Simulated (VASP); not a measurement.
Consider the following.

```
CELL_PARAMETERS angstrom
      3.40355     0.00000     0.00000
      0.00000     3.40355     0.00000
      0.00000     0.00000     3.40355
ATOMIC_POSITIONS crystal
  Fe 0.00000 0.00000 0.00000
  Ni 0.00000 0.50000 0.50000
  Ni 0.50000 0.00000 0.50000
  Ni 0.50000 0.50000 0.00000
```
Starting moments (μB, in the order of the record's atoms Fe Ni Ni Ni): 2.7 0.6 0.6 0.6.

These are LDA (Ceperley-Alder, Perdew-Zunger), VASP's LDA PAW potentials (set 64) (plane waves; VASP) values and carry that method's errors. Numerical set-up: 500 eV cut-off, 9×9×9 Γ-centred mesh, first-order Methfessel-Paxton smearing of 0.10 eV, potentials Fe Ni.

Energy and stress use the plane-wave basis of the starting cell.

Task: The ions, cell shape and volume at an external pressure of 20.0 GPa are relaxed. Predict the relaxed structure.

Result: 
```
CELL_PARAMETERS angstrom
      3.36889     0.00000     0.00000
      0.00000     3.36889     0.00000
      0.00000     0.00000     3.36889
ATOMIC_POSITIONS crystal
  Fe 0.00000 0.00000 0.00000
  Ni 0.00000 0.50000 0.50000
  Ni 0.50000 0.00000 0.50000
  Ni 0.50000 0.50000 0.00000
```
Space group Pm-3m (221), at a tolerance of 0.03 Å. The cell ends with 4.40 μB, on the sites 2.61 0.58 0.58 0.58 μB.

Task: How do energy and volume change from the first to the last step?

Result: The energy (σ→0) changes by +27.4 meV/atom and the volume by -3.0 %, in 3 ionic steps.

The compound is Ni3Fe in the L1_2 structure. This run relaxes it under an external pressure of 20 GPa. Symmetry was kept, so distortions that lower it aren't found.
